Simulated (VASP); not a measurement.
Method: PBE GGA, VASP's PBE PAW potentials (set 64) (plane waves; VASP).

The input files of a VASP run:

KPOINTS:
```
Automatic mesh
0
Gamma
5 5 5
0 0 0
```

**POSCAR**
```
RuSi
1
    4.5091411284    -0.0000000000    -0.0000000000
    0.0000000000     4.5091411284    -0.0000000000
   -0.0000000000     0.0000000000     4.5091411284
Si Ru
4 4
Direct
  0.1578991910   0.3421008090   0.6578991910
  0.6578991910   0.1578991910   0.3421008090
  0.8421008090   0.8421008090   0.8421008090
  0.3421008090   0.6578991910   0.1578991910
  0.8604095523   0.6395904477   0.3604095523
  0.3604095523   0.8604095523   0.6395904477
  0.1395904477   0.1395904477   0.1395904477
  0.6395904477   0.3604095523   0.8604095523
```

INCAR:
```
! general
SYSTEM  = RuSi
PREC    = Accurate
ENCUT   = 500
LREAL   = F
LASPH   = T

! electronic loop
EDIFF   = 1E-6
NELM    = 100
ALGO    = Normal
LMAXMIX = 4

! smearing
ISMEAR  = 0
SIGMA   = 0.05

! functional
GGA     = PE

! ions
IBRION  = 2
NSW     = 40
ISIF    = 3
EDIFFG  = -0.02
PSTRESS = 450

! output
LWAVE   = F
LCHARG  = F
```

POTCAR, in this order: Si Ru_pv (PBE.64 set). Program: vasp_std.

Problem. What will the output report for the number of irreducible k-points (NKPTS), largest plane-wave count, number of space-group operations, FFT grid (NGX, NGY, NGZ)?

Solution. 
The number of irreducible k-points (NKPTS) is 11, the largest plane-wave count is 2338 and the number of space-group operations is 12. The FFT grid (NGX, NGY, NGZ) comes out as 36 × 36 × 36.

The compound is RuSi in the B20 structure. It was relaxed first under an external pressure of 45 GPa.
